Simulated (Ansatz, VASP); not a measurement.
# Ni2HgP2 in VASP and in Ansatz

```xyz
5
Lattice="0.0000 3.9479 0.0000 3.9479 0.0000 0.0000 1.9740 1.9740 -4.7450" Properties=species:S:1:pos:R:3 pbc="T T T"
P     1.9740    1.9740   -1.1768
P     3.9479    3.9479   -3.5682
Hg    0.0000    0.0000    0.0000
Ni    1.9740    3.9479   -2.3725
Ni    3.9479    1.9740   -2.3725
```

The cell was built by a generator and needn't be a form met in nature.

Alike in both runs: task relaxation of cell and atoms; functional PBE; k mesh 5 × 5 × 5; no spin polarisation.

|  | VASP | Ansatz |
| --- | --- | --- |
| version | VASP 6.6.1 | Ansatz 0.2.0 |
| potentials or method | VASP PAW PBE potentials, release 64 (P, Hg, Ni) | PAW plane waves |
| plane-wave cutoff (eV) | 600 | 420 |
| occupations | fermi-dirac, width 0.1 eV | fermi-dirac |
| valence electrons in the cell | 42 | 66 |

Ansatz gave:

* gap on the k mesh at the Fermi level, each at its own relaxed structure (eV): none
* relaxed volume (Å³/atom): 14.71
* relaxed cell length with the largest relative difference (Å): 4.075
* energy change over the relaxation (meV/atom): -25

Task: What did VASP give for the same quantities?

Result: gap on the k mesh at the Fermi level, each at its own relaxed structure (eV): none; relaxed volume (Å³/atom): 14.75; relaxed cell length with the largest relative difference (Å): 4.079; energy change over the relaxation (meV/atom): -25.

A gap of «none» marks a metal or a gap that the smearing closes. The two sets of potentials don't hold the same shells in valence.

The runs have no spin-orbit coupling, so splittings on Hg are missing. Spin polarisation is off, so any magnetic state and its effect on volume and gap are missing.
